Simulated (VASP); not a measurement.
Here is the system:

```
BiB
1.0
    0.00000     2.43034     2.43034
    2.43034     0.00000     2.43034
    2.43034     2.43034     0.00000
B Bi
1 1
Direct
  0.00000   0.00000   0.00000
  0.50000   0.50000   0.50000
```

Computed with PBEsol GGA, VASP's PBE PAW potentials (set 64) (plane waves; VASP). Settings: 620 eV cut-off, 13×13×13 Γ-centred mesh, first-order Methfessel-Paxton smearing of 0.10 eV, potentials B Bi_d.

Energy and stress use the plane-wave basis of the starting cell.

Q: The ions, cell shape and volume at an external pressure of 45.0 GPa are relaxed. What does this cell relax into?

A: 
```
BiB
1.0
    0.00000     2.38075     2.38075
    2.38075     0.00000     2.38075
    2.38075     2.38075     0.00000
B Bi
1 1
Cartesian
  2.38075   4.76150   2.38075
  2.38075   2.38075   2.38075
```
Space group Fm-3m (225), at a tolerance of 0.03 Å.

Q: How do energy and volume change from the first to the last step?

A: The energy (σ→0) changes by +199.1 meV/atom and the volume by -6.0 %, in 4 ionic steps.

| step | E(σ→0) (eV) | max force (eV/Å) | pressure (GPa) | volume (Å³) |
|---|---|---|---|---|
| 1 | -8.5310 | 0.000 | 29.95 | 28.71 |
| 2 | -6.6596 | 0.000 | 93.73 | 23.46 |
| 3 | -8.1570 | 0.000 | 44.01 | 27.08 |
| 4 | -8.1329 | 0.000 | 44.91 | 26.99 |

The structure was generated: BBi was put into the rock salt type (Fm-3m), which need not be its known phase. This run relaxes it under an external pressure of 45 GPa. Symmetry was kept, so distortions that lower it aren't found.
